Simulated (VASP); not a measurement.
Given:

```yaml
crystal:
  lattice:
    - [1.55551, -2.82996, 0.00000]
    - [1.55551, 2.82996, 0.00000]
    - [0.00000, 0.00000, 5.06456]
  atoms:
    - { symbol: Hf, position: [0.33333, 0.66667, 0.25000] }
    - { symbol: Hf, position: [0.68599, 0.35266, 0.75000] }
```

These are PBE GGA, VASP's PBE PAW potentials (set 64) (plane waves; VASP 6.6.1) values and carry that method's errors. Numerical set-up: 400 eV cut-off, 2×2×1 Γ-centred mesh, first-order Methfessel-Paxton smearing of 0.10 eV, potentials Hf_pv.

Gaps are read on the run's mesh, which can miss a band edge. Unless said otherwise, spin-orbit coupling is left out, though it shifts the bands of the heavy elements here.

Question: Predict the energy per atom (σ→0), pressure, largest force, band gap (on the k-mesh) with the smallest direct gap where there is one.

Answer: 
```
Item                                                         Value
------------------------  ----------------------------------------
band gap (on the k-mesh)  none (metal, semimetal or under 0.01 eV)
energy per atom (σ→0)                              -10.380 eV/atom
pressure                                                 -4.73 GPa
largest force                                           0.253 eV/Å
```

Total energies compare only between runs with the same potentials, cut-off and functional.

The compound is Hf in the hcp structure. The cell was not relaxed at this level, atoms are displaced from their ideal sites. The k-mesh is coarse (spacing up to 1.24 per Å, 2π included), so the numbers may not be converged in it. The run is one of a series of settings (KPOINTS 2×2×1 Γ-centred mesh against the base run), some of them coarse on purpose.
